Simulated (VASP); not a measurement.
Input for VASP

POSCAR:
```
Ni
1
    0.0000000000     1.7377556607     1.7377556607
    1.7377556607     0.0000000000     1.7377556607
    1.7377556607     1.7377556607     0.0000000000
Ni
1
Direct
  0.0000000000   0.0000000000   0.0000000000
```

### KPOINTS
```
Automatic mesh
0
Gamma
20 20 20
0 0 0
```

**INCAR**
```
# general
SYSTEM =Ni
PREC   =Accurate
ENCUT  =520   # plane-wave cut-off (eV)
LREAL  =.False.   # projection in real space or not
LASPH  =.True.   # aspherical one-centre terms

# electronic loop
EDIFF  =1E-7   # SCF stop (eV)
NELM   =100
ALGO   =Normal
LMAXMIX=4

# smearing
ISMEAR =-5   # tetrahedra, Bloechl

# functional
GGA    =PE
IVDW   =12

# spin
ISPIN  =2
MAGMOM =0.6

# ions
ISIF   =2   # forces and stress, cell fixed

# output
LWAVE  =.False.
LCHARG =.True.
LORBIT =11
NEDOS  =601
```

POTCAR, in this order: Ni (PBE.64 set). Program: vasp_std.

Problem. Write an equivalent input for Quantum ESPRESSO's pw.x.

Solution. One equivalent input (not run):
```
&CONTROL
  calculation = 'scf'
  pseudo_dir = './pseudo'
  outdir = './out'
  tprnfor = .true.
  tstress = .true.
/
&SYSTEM
  ibrav = 0
  nat = 1
  ntyp = 1
  ecutwfc = 98
  occupations = 'tetrahedra'
  input_dft = 'pbe'
  vdw_corr = 'grimme-d3'
  dftd3_version = 4
  dftd3_threebody = .false.
  nspin = 2
  starting_magnetization(1) = 0.06
/
&ELECTRONS
  conv_thr = 7.3e-09
  electron_maxstep = 100
/
ATOMIC_SPECIES
  Ni 58.693 Ni.upf
CELL_PARAMETERS angstrom
     0.0000000    1.7377557    1.7377557
     1.7377557    0.0000000    1.7377557
     1.7377557    1.7377557    0.0000000
ATOMIC_POSITIONS crystal
  Ni   0.0000000  0.0000000  0.0000000
K_POINTS automatic
  20 20 20 0 0 0
```
Limits of the translation: the potentials are each code's own (VASP's PAW set, PseudoDojo norm-conserving files in pw.x), so ENCUT and ecutwfc are chosen apart and not converted; conv_thr bounds pw.x's estimated SCF error, while EDIFF bounds the energy change between steps; starting_magnetization is a fraction of the valence charge and MAGMOM a moment in μB, so they match only roughly.

The compound is Ni in the fcc structure. It was relaxed first.
